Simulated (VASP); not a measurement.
VASP runs on TlBr (CsCl type) share one base input (PBE GGA, plane waves, VASP's PBE PAW potentials (set 64)) and change the settings named in each case.

### INCAR
```
SYSTEM = TlBr
PREC = Accurate
ENCUT = 400
EDIFF = 1E-6
NELM = 100
ALGO = Normal
LREAL = .FALSE.
LASPH = .TRUE.
ISMEAR = 0
SIGMA = 0.05
GGA = PE
LMAXMIX = 4
LWAVE = .FALSE.
LCHARG = .FALSE.
ISIF = 2
```

**POSCAR**
```
TlBr
1
    4.0698000000     0.0000000000     0.0000000000
    0.0000000000     4.0698000000     0.0000000000
    0.0000000000     0.0000000000     4.0698000000
Tl Br
1 1
Direct
  0.0000000000   0.0000000000   0.0000000000
  0.5000000000   0.5000000000   0.5000000000
```

**KPOINTS**
```
kpoints
0
G
  6 6 6
```

POTCAR, in this order: Tl_d Br (PBE.64 set). Program: vasp_std.

```tsv
change	E(σ→0) (eV/atom)	pressure (GPa)	irreducible k-points
base run	-2.7722	-0.31	20
KPOINTS 2×2×2 Γ-centred mesh	-2.5684	2.40	4
KPOINTS 4×4×4 Γ-centred mesh	-2.7679	-0.22	10
KPOINTS 5×5×5 Γ-centred mesh	-2.7723	-0.32	10
KPOINTS 7×7×7 Γ-centred mesh	-2.7725	-0.31	20
KPOINTS 10×10×10 Γ-centred mesh	-2.7724	-0.31	56
KPOINTS 11×11×11 Γ-centred mesh	-2.7724	-0.31	56
KPOINTS 12×12×12 Γ-centred mesh	-2.7724	-0.31	84
```
 Unless said otherwise, spin-orbit coupling is left out, though it shifts the bands of the heavy elements here.

Left out are runs that ran out of time, are held back, or changed the cell or the kind of run, fixed moments of cells without a moment, rows past the twelfth, gaps on odd meshes, pressures of charged cells and columns that move by less than the noise.

The compound is TlBr in the CsCl type structure. The cell was not relaxed at this level.
